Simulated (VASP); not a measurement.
Write the native input for VASP 6.6.1 that does the following.

| Property | Result |
| --- | --- |
| Task | single point |
| Functional | PBEsol |
| Potentials or basis | VASP PAW PBE potentials, release 64 (La, Zn) |
| Cutoff | 520 eV |
| k mesh | 3 × 3 × 2 |
| Occupations | methfessel-paxton, width 0.15 eV |
| Spin | no spin polarisation |
| Dipole correction | no |
| Further INCAR settings | ALGO = Fast; EDIFF = 1e-06; NBANDS = 63 |

The structure of La2Zn7 (a cell with a defect) lies in POSCAR:

```
La2Zn7
1.0
    3.1712563300      5.1580434100      0.0000000000
    3.1712563300     -5.1580434100      0.0000000000
    0.0000000000      0.0000000000     -6.1244262600
La Zn
2 7
Direct
    0.7742527187      0.2084420482      0.7236883606
    0.2271289452      0.7665144794      0.2598181336
    0.1199339357      0.8977211083      0.7496452411
    0.3544463821      0.6243045220      0.7708511458
    0.6437337848      0.3465835132      0.2160026007
    0.1885947727      0.2465334088      0.0602004146
    0.7205465600      0.7062318298      0.4857661557
    0.7416720835      0.7595474663      0.0267783451
    0.2867428652      0.2766754820      0.4831038655
```

These files were run (other wordings do the same):

INCAR

```
PREC = Accurate
ENCUT = 520
EDIFF = 1E-6
ISMEAR = 1
SIGMA = 0.15
LREAL = False
LASPH = True
NELM = 100
ALGO = Fast
ISIF = 2
LWAVE = False
LCHARG = False
GGA = PS
NBANDS = 63
```

KPOINTS

```
Automatic mesh
0
Gamma
  3 3 2
```

Potentials or basis: VASP PAW PBE potentials, release 64 (La, Zn).

Run with:

```sh
$ cat potpaw_PBE.64/La/POTCAR potpaw_PBE.64/Zn/POTCAR > POTCAR
$ mpirun -np 1 vasp_std > vasp.out
```

Results of the run:

The pressure is -5.4 GPa, the largest force is 0.185 eV/Å and the band gap on the k mesh is none (metal or under the smearing width).

Caveat: the k mesh is coarse (spacing up to 0.51 Å⁻¹), so the values aren't converged; the PAW data sets were made with another functional, which shifts forces and pressure a little.

Wall time 8.9 min on 1 thread of Intel(R) Xeon(R) Platinum 8488C (Sapphire Rapids), with other jobs on the host, peak memory 0.38 GiB.
